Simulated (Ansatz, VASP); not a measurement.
# HfSiO4 (HfSiO4 (I4_1/amd)) in two plane-wave programs, part 2 of 2

Aim: how closely do two programs agree when they are given the same cell, functional and k mesh? The cell is taken from a series of runs on this material, whose earlier steps may have relaxed, scaled, displaced or heated it; both programs get it as it stands.

VASP 6.6.1 and Ansatz 0.2.0.

So far: Set-up; VASP: relaxation of cell and atoms, r2SCAN.

## Step 3: Ansatz: relaxation of cell and atoms, r2SCAN

Level of this step: Ansatz beside VASP: Kohn-Sham DFT, plane waves, r2SCAN (Ansatz).

Ansatz runs on its default PAW (the set named soft_2) files.

The same cell, functional, mesh and smearing now go to Ansatz.

Input file input.yaml:

```yaml
crystal:
  lattice:
    - [-3.2767017, 3.2767017, 2.982247]
    - [3.2767017, -3.2767017, 2.982247]
    - [3.2767017, 3.2767017, -2.982247]
  atoms:
    - { symbol: Hf, position: [0.0, 0.0, 0.0] }
    - { symbol: Hf, position: [0.75, 0.25, 0.5] }
    - { symbol: Si, position: [0.25, 0.75, 0.5] }
    - { symbol: Si, position: [0.5, 0.5, 0.0] }
    - { symbol: O, position: [0.13408755, 0.31920077, 0.81488678] }
    - { symbol: O, position: [0.06920077, 0.75431399, 0.68511322] }
    - { symbol: O, position: [0.06920077, 0.38408755, 0.31488678] }
    - { symbol: O, position: [0.50431399, 0.31920077, 0.18511322] }
    - { symbol: O, position: [0.68079923, 0.49568601, 0.81488678] }
    - { symbol: O, position: [0.61591245, 0.93079923, 0.68511322] }
    - { symbol: O, position: [0.24568601, 0.93079923, 0.31488678] }
    - { symbol: O, position: [0.68079923, 0.86591245, 0.18511322] }
basis:
  ecutwfc: 500
  xc_grid: 2
hamiltonian:
  xc: r2scan
kpoints:
  mp_grid: { grid: [6, 6, 6] }
scf:
  occupations: { method: fermi_dirac, width: 0.01 }
  max_iter: 150
output:
  forces: true
  stress: true
relax:
  f_tol: 0.01
  max_steps: 60
  cell: {}
checkpoint:
  write: "../r2scan.run"
  compress: false
  write_wavefunctions: false
  write_every: 100000
```

Launch:

```
$ ansatz run input.yaml --threads 1 --pin off --max-ram 2355MiB --backend cpu --events-out ev --progress --plain --runs-dir out
```

Numbers of over 12 decimals in the logs are rounded to 6 here.

The log of the run:

```text
Engine: ansatz 0.2.0, aarch64-unknown-linux-gnu
Pseudopotentials: kind: paw
Pseudopotential: Hf, paw, valence charge 26, recommended cutoff 500 eV (meta_gga), Hf.paw.azcp
Pseudopotential: Si, paw, valence charge 4, recommended cutoff 500 eV (meta_gga), Si.paw.azcp
Pseudopotential: O, paw, valence charge 6, recommended cutoff 500 eV (meta_gga), O.paw.azcp
Functional definition: r2SCAN
  parameter k0 = 0.174
  parameter k1 = 0.065
  parameter a1 = 4.9479
  exchange = r2scan_x(k0 = k0, k1 = k1, a1 = a1)
  correlation = r2scan_c
Crystal: 12 atoms, lattice volume = 128.079 Å³
Basis set: ecut = 500 eV, 3199 PW (Γ), exchange–correlation on 90×90×90 points (8 copies of the dense FFT grid, shifted against one another)
Bands: 66, of which v1, the nominal top of the filled ones, is band 54 counted from 1 (53 counted from 0)
Symmetry: 16 space group operations
Space group: I41/amd (ITA 141), of the structure as read, at distance tolerance 5.0e-5 Å
k-points: 30 of 216
Non-local potential: Hf, projectors of the file, l = 0: 3, l = 1: 2, l = 2: 2, l = 3: 3
Non-local potential: Si, projectors of the file, l = 0: 2, l = 1: 2, l = 2: 2
Non-local potential: O, projectors of the file, l = 0: 2, l = 1: 2, l = 2: 1
PAW form: soft (Blöchl's): semilocal exchange-correlation on the pseudo side does not see the compensation charge
PAW frozen core: Hf, regenerated for the run's functional (the file was generated under x = pbe(κ = 0.804, μ = 0.219515), c = pbe(β = 0.066725))
PAW frozen core: Si, regenerated for the run's functional (the file was generated under x = pbe(κ = 0.804, μ = 0.219515), c = pbe(β = 0.066725))
PAW frozen core: O, regenerated for the run's functional (the file was generated under x = pbe(κ = 0.804, μ = 0.219515), c = pbe(β = 0.066725))
PAW one-centre angular grid: Hf, 974 points (default); XC on 160 Gauss nodes
PAW one-centre angular grid: Si, 302 points (default); XC on 160 Gauss nodes
PAW one-centre angular grid: O, 302 points (default); XC on 160 Gauss nodes
Initial density: superposition of atomic densities (neutral atoms: chi_scale 0, normalization atom), corrected by the library's trained network
Initial wavefunctions: pseudopotential atomic-orbital guess
Functional: x = r2scan, c = r2scan; τ floored in thin density (d = 2e-4 eV/Å³)
SCF iter   1: F=—  HF=-37313.242496 eV  |F-HF|=—  |Δ(HF+E_count)|=         —  Δρ=9.60e-3  dr2=1.01e-1  dr2_τ=9.81e-1  ethr=1.77e-3  ⟨swp⟩=6.1  Hψ=7872  notcnv=0  defer=21
preconditioner: auto → Resta (q_TF=auto, 2.652 Å⁻¹)  ε∞=4.2  [insulator: Δε(μ)=6.196 eV  Ē_g=18.793 eV  σ=0.010 eV  W_gap=1.00  n_scr=42 (ndim 8)  ℏωp=33.5 eV  f_vac=0.041  D(μ)=0.00/eV (n_scr^D=0)  ε∞_Penn≈4.2]
SCF iter   2: F=—  HF=-37313.523479 eV  |F-HF|=—  |Δ(HF+E_count)|=   2.81e-1  Δρ=5.57e-3  dr2=2.84e-2  dr2_τ=3.45e-3  ethr=9.33e-5  ⟨swp⟩=3.0  Hψ=4336  notcnv=0  defer=116
SCF iter   3: F=—  HF=-37313.521875 eV  |F-HF|=—  |Δ(HF+E_count)|=   1.60e-3  Δρ=3.23e-3  dr2=6.56e-3  dr2_τ=1.02e-3  ethr=2.63e-5  ⟨swp⟩=2.0  Hψ=3248  notcnv=0  defer=26
automatic band count: iteration 3 solves 63 bands in place of 66: the levels show a gap, and the empty bands left out lie too high to hold charge; the band table lists the bands solved (type scf.n_extra_bands for more)
SCF iter   4: F=—  HF=-37313.521846 eV  |F-HF|=—  |Δ(HF+E_count)|=   2.94e-5  Δρ=6.16e-4  dr2=4.67e-4  dr2_τ=1.14e-4  ethr=6.07e-6  ⟨swp⟩=2.0  Hψ=3248  notcnv=0  defer=26
SCF iter   5: F=—  HF=-37313.521823 eV  |F-HF|=—  |Δ(HF+E_count)|=   2.33e-5  Δρ=1.70e-4  dr2=2.06e-5  dr2_τ=2.99e-6  ethr=4.32e-7  ⟨swp⟩=2.0  Hψ=3428  notcnv=0  defer=26
SCF iter   6: F=—  HF=-37313.521960 eV  |F-HF|=—  |Δ(HF+E_count)|=   1.37e-4  Δρ=4.34e-5  dr2=2.05e-6  dr2_τ=2.09e-7  ethr=1.91e-8  ⟨swp⟩=2.0  Hψ=3244  notcnv=0  defer=26
SCF iter   7: F=—  HF=-37313.521960 eV  |F-HF|=—  |Δ(HF+E_count)|=   1.75e-7  Δρ=1.24e-5  dr2=2.10e-7  dr2_τ=1.45e-8  ethr=1.89e-9  ⟨swp⟩=2.0  Hψ=3244  notcnv=0  defer=26
SCF iter   8: F=-37313.521960 eV  HF=-37313.521960 eV  |F-HF|=6.55e-10  |Δ(HF+E_count)|=   1.41e-8  Δρ=1.67e-6  dr2=4.15e-9  dr2_τ=4.41e-10  ethr=9.26e-11  ⟨swp⟩=4.0  Hψ=6600  notcnv=0
SCF 1 converged in 8 iterations: F = -37313.521960 eV  dr2 = 4.15e-9
  greatest PAW one-centre occupation: 0.999 electrons in one spin orbital (limit 2), on the Hf atom at site 1 (counted from 0), in its partial waves of l = 3
relax step   1: F+E_penalty+E_count = -37313.52195968 eV  Δ(F+E_penalty+E_count) = +0.000e0 eV  max|allowed force component| = 1.572e-1 eV/Å  Δτ_max = 0.0000 Å  P = +2.094 GPa  Ω = 128.079 Å³  (8 SCF iters, dr2 threshold 1.00e-7 eV, accepted)
[...]
relax step   3: F+E_penalty+E_count = -37313.53432409 eV  Δ(F+E_penalty+E_count) = -1.562e-3 eV  max|allowed force component| = 5.080e-3 eV/Å  Δτ_max = 0.0016 Å  P = -0.052 GPa  Ω = 129.359 Å³  energy of the carried Pulay correction = -6.785e-4 eV  (5 SCF iters, dr2 threshold 1.20e-6 eV, accepted)
[...]
relax step   4: F+E_penalty+E_count = -37313.53439668 eV  Δ(F+E_penalty+E_count) = -7.259e-5 eV  max|allowed force component| = 9.286e-3 eV/Å  Δτ_max = 0.0003 Å  P = +0.039 GPa  Ω = 129.333 Å³  energy of the carried Pulay correction = -6.648e-4 eV  (4 SCF iters, dr2 threshold 1.56e-7 eV, accepted)
[...]
relax step   5: F+E_penalty+E_count = -37313.53440727 eV  Δ(F+E_penalty+E_count) = -1.059e-5 eV  max|allowed force component| = 1.658e-3 eV/Å  Δτ_max = 0.0002 Å  P = -0.004 GPa  Ω = 129.350 Å³  energy of the carried Pulay correction = -6.742e-4 eV  (5 SCF iters, dr2 threshold 1.13e-8 eV, accepted)
[...]
relax step   6: F+E_penalty+E_count = -37313.53506415 eV  Δ(F+E_penalty+E_count) = -6.569e-4 eV  max|allowed force component| = 1.708e-3 eV/Å  Δτ_max = 0.0000 Å  P = -0.010 GPa  Ω = 129.350 Å³  stress off target by 1.32e-2 GPa  SCF on the basis re-selected at this cell (its energy is not comparable with the rows above)  (5 SCF iters)
basis re-selected at this cell: Δ(F+E_penalty+E_count) = -6.569e-4 eV, ΔP = -0.006 GPa vs the last step (what re-selecting the basis moved, of the pressure what is left beyond the Pulay correction that the steps carried, after the strain that the cell walked since its last selection, with what the two solves' SCF thresholds leave and, on support functions, any second-order correction that the steps lacked; it is no m [...]
SCF converged after 5 iterations
Free energy (F): -37313.535064 eV
Harris-Foulkes:  -37313.535064 eV  (|F-HF|=1.89e-10)
Internal energy: -37313.535064 eV  (E = F + TS)
E sigma→0 (E₀):  -37313.535064 eV
Fermi energy:    12.585332 eV
--- Per-component energies (eV) ---
  E_band       = -294.920606
  E_kinetic    = 2357.982065
  E_local      = -15963.561830  (includes V_loc(G=0)·N_el)
  E_nonlocal   = -2068.165216
  E_hartree    = 7143.731232
  E_xc         = -1262.917618
  E_vxc        = -1540.347299  (∫ρ·V_xc dr)
  E_paw        = -16225.311336  (= ΣΔE_a)
  E_vpaw       = 2543.806877  (= ΣTr[D̂ρ^β])
  E_aug_tail   = 0.008389  (compensation charges beyond the density's cutoff)
  E_vtau       = 87.893880  (kinetic-family band-sum trace: ∫τ·v_τ [+ j·A + Jᵃ·Aᵃ] dr)
  E_ewald      = -11295.535400
  E_core_change = 0.234650  (= ΣΔE_core)
  E_smearing   = -0.000000  (= −TS)
  E_closure    = 0.000000  (closes the sum)
  Σ components = -37313.535064   (vs F -37313.535064, Δ=0.00e0)
--- Forces (eV/Å), atoms counted from 1 ---
  atom   1  Hf    -0.00000000    -0.00000000     0.00000000
  atom   2  Hf     0.00000000     0.00000000     0.00000000
  atom   3  Si     0.00000000     0.00000000     0.00000000
  atom   4  Si     0.00000000     0.00000000     0.00000000
  atom   5  O     -0.00000000     0.00170838    -0.00053293
  atom   6  O     -0.00170838    -0.00000000    -0.00053293
  atom   7  O      0.00170838     0.00000000    -0.00053293
  atom   8  O     -0.00000000    -0.00170838    -0.00053293
  atom   9  O      0.00170838     0.00000000     0.00053293
  atom  10  O      0.00000000    -0.00170838     0.00053293
  atom  11  O     -0.00000000     0.00170838     0.00053293
  atom  12  O     -0.00170838    -0.00000000     0.00053293
  max |Σ_I F_I| component: 1.13e-17 eV/Å
--- Stress (GPa, compression-positive) ---
       -0.013220       0.000000       0.000000
        0.000000      -0.013220      -0.000000
        0.000000       0.000000      -0.004359
  P = ⅓ Tr σ = -0.0103 GPa (-0.103 kbar)
--- Relaxed structure (5 steps of the walk, 5 accepted, 1 SCFs on fresh bases) ---
  F+E_penalty+E_count = -37313.53506415 eV   max|allowed force component| = 1.708e-3 eV/Å   (the final SCF, on the basis selected at the relaxed cell)
  cell:  # Å, volume = 129.3505 Å³
    - [-3.290970, 3.290970, 2.985797]
    - [3.290970, -3.290970, 2.985797]
    - [3.290970, 3.290970, -2.985797]
  atoms:
    - { symbol: Hf, position: [0, 0, 0] }
    - { symbol: Hf, position: [0.75, 0.250000, 0.5] }
    - { symbol: Si, position: [0.250000, 0.75, 0.5] }
    - { symbol: Si, position: [0.5, 0.5, 0] }
    - { symbol: O, position: [0.135256, 0.319894, 0.815362] }
    - { symbol: O, position: [0.069894, 0.754533, 0.684638] }
    - { symbol: O, position: [0.069894, 0.385256, 0.315362] }
    - { symbol: O, position: [0.504533, 0.319894, 0.184638] }
    - { symbol: O, position: [0.680106, 0.495467, 0.815362] }
    - { symbol: O, position: [0.614744, 0.930106, 0.684638] }
    - { symbol: O, position: [0.245467, 0.930106, 0.315362] }
    - { symbol: O, position: [0.680106, 0.864744, 0.184638] }
```

## Step 4: Differences

Known differences besides the potentials themselves: VASP keeps PBE cores, Ansatz makes them for the functional; the data sets hold 108 valence electrons in Ansatz (on its default PAW (the set named soft_2) files) and 76 in VASP; the cutoff is 500 eV in Ansatz and 660 eV in VASP; Ansatz adds a Pulay correction to the stress that steers its cell, VASP none. Total energies have different zeros and are not compared.

The two programs side by side:

| quantity | Ansatz | VASP | difference |
| --- | --- | --- | --- |
| volume (Å³) | 129.35 | 128.01 | +1.05 % |
| edge a after relaxation, in the typed setting (Å) | 5.530 | 5.510 | +0.36 % |

## Step 5: Summary of results

| Quantity | Value |
| --- | --- |
| difference in volume (relaxation of cell and atoms, r2SCAN) | 1.1 % |

The difference in volume is 1.1 % (relaxation of cell and atoms, r2SCAN), within the 1.2 % picked in this series as the mark of a large difference, as far as the stopping tolerances let one tell. The data sets hold unlike numbers of valence electrons (108 in Ansatz and 76 in VASP), so part of the differences comes from the potentials. Such differences can come from data sets, numerical settings and the points named under the comparisons, not from the functional's error against experiment.

[Lines on the potential files, build, host, timing and source positions are cut from VASP's logs without a mark.]

[Logs are printed without paths, hosts, clocks, repeated set-up lines and the standing remarks that a program may print on its own settings, such as how far it seeks lower states.]

[Hosts, paths, dates, database ids (printed as entryN), source tags and the programs' standing remarks are cut or masked in the printed files.]
